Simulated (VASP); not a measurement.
Set up this calculation in VASP 6.6.1, as the native input.

| Item | Value |
| --- | --- |
| Task | relaxation of cell and atoms |
| Functional | LDA |
| Potentials or basis | VASP PAW LDA potentials, release 64 (W_sv, N) |
| Cutoff | 600 eV |
| k mesh | 12 × 12 × 2 |
| Occupations | gaussian, width 0.1 eV |
| Spin | no spin polarisation |
| Further INCAR settings | ALGO = Normal; EDIFF = 1e-07; IBRION = 2; EDIFFG = -0.005; NSW = 90; ISIF = 3 |

The structure of W2N lies in POSCAR:

```
W2N
1.0
    2.8352056400      0.0000000000      0.0000000000
   -1.4176028200      2.4553601100      0.0000000000
    0.0000000000      0.0000000000     17.6566570000
W N
6 3
Direct
    0.0000000000      0.0000000000      0.0756870000
    0.0000000000      0.0000000000      0.9243130000
    0.3333333300      0.6666666700      0.2620270000
    0.6666666700      0.3333333300      0.7379730000
    0.3333333300      0.6666666700      0.4172000000
    0.6666666700      0.3333333300      0.5828000000
    0.0000000000      0.0000000000      0.5000000000
    0.3333333300      0.6666666700      0.1503330000
    0.6666666700      0.3333333300      0.8496670000
```

The cell comes from a database or a generator and needn't be the stable form of this composition.

The input as run:

INCAR

```
SYSTEM = W2N
  PREC = Accurate
  ENCUT = 600
  EDIFF = 1E-7
  ISMEAR = 0
  SIGMA = 0.1
  LREAL = .False.
  LASPH = .True.
  NELM = 80
  ALGO = Normal
  ISIF = 3
  LWAVE = .False.
  LCHARG = .False.
  GGA = CA
  IBRION = 2
  NSW = 90
  EDIFFG = -0.005
```

KPOINTS

```
Automatic mesh
0
Gamma
  12 12 2
  0 0 0
```

Potentials or basis: VASP PAW LDA potentials, release 64 (W_sv, N).

Launch:

```console
$ cat potpaw_LDA.64/W_sv/POTCAR potpaw_LDA.64/N/POTCAR > POTCAR
$ mpirun -np 1 vasp_std > vasp.out
```

It gave:

```
Relaxed volume                         : 13.04 Å³/atom
Relaxed cell                           : a = 2.790 Å, b = 2.790 Å, c = 17.401 Å, α = 90.00°, β = 90.00°, γ = 120.00°
Space group after relaxing (to 0.05 Å) : P-3m1 (No. 164)
Energy gained by relaxing              : 26.9 meV/atom
Ionic steps                            : 17
Pressure after relaxing                : 0.0 GPa
Largest force after relaxing           : 0.004 eV/Å
Band gap on the k mesh                 : none (metal or under the smearing width)
```

It took 27 min on 1 thread of Intel(R) Xeon(R) 6975P-C (Granite Rapids), with other jobs on the host, peak memory 0.41 GiB.
